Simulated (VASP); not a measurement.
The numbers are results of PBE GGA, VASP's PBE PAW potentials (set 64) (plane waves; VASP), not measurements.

VASP input:

KPOINTS:
```
kpoints
0
gamma
6 6 6
0 0 0
```

### POSCAR
```
CsI
4.6687850
  0.9999999141   0.0000000000   0.0000000000
  0.0000000000   0.9999999141   0.0000000000
  0.0000000000   0.0000000000   0.9999999141
Cs I
1 1
Cartesian
  0.0000000000   0.0000000000   0.0000000000
  0.4999999571   0.4999999571   0.4999999571
```

### INCAR
```
SYSTEM = CsI
PREC = Accurate
ENCUT = 480
EDIFF = 1E-7
NELM = 100
ALGO = Normal
LREAL = .FALSE.
LASPH = .TRUE.
ISMEAR = 0
SIGMA = 0.05
GGA = PE
LMAXMIX = 4
LWAVE = .FALSE.
LCHARG = .FALSE.
ISIF = 2
```

POTCAR, in this order: Cs_sv I (PBE.64 set). Program: vasp_std.

Unless said otherwise, spin-orbit coupling is left out, though it shifts the bands of the heavy elements here.

### Question
Estimate the energy per atom (σ→0), band gap (on the k-mesh).

### Answer

energy per atom (σ→0): -2.721 eV/atom
band gap (on the k-mesh): 3.67 eV

### OSZICAR
```
...
DAV:   7    -0.543863646855E+01    0.27921E-01   -0.15234E-01   552   0.184E+00    0.608E-01
DAV:   8    -0.544239294486E+01   -0.37565E-02   -0.11012E-02   544   0.673E-01    0.715E-02
DAV:   9    -0.544279355864E+01   -0.40061E-03   -0.14063E-03   556   0.230E-01    0.799E-02
DAV:  10    -0.544287513062E+01   -0.81572E-04   -0.12606E-04   556   0.833E-02    0.153E-02
DAV:  11    -0.544286911848E+01    0.60121E-05   -0.45166E-05   568   0.319E-02    0.545E-03
DAV:  12    -0.544286995554E+01   -0.83706E-06   -0.42260E-06   572   0.146E-02    0.252E-03
DAV:  13    -0.544287002876E+01   -0.73220E-07   -0.19309E-07   560   0.281E-03
   1 F= -.54428700E+01 E0= -.54428700E+01  d E =-.937879E-16
```

The compound is CsI in the CsCl type structure. It was relaxed first, which changed the volume by +7 %.
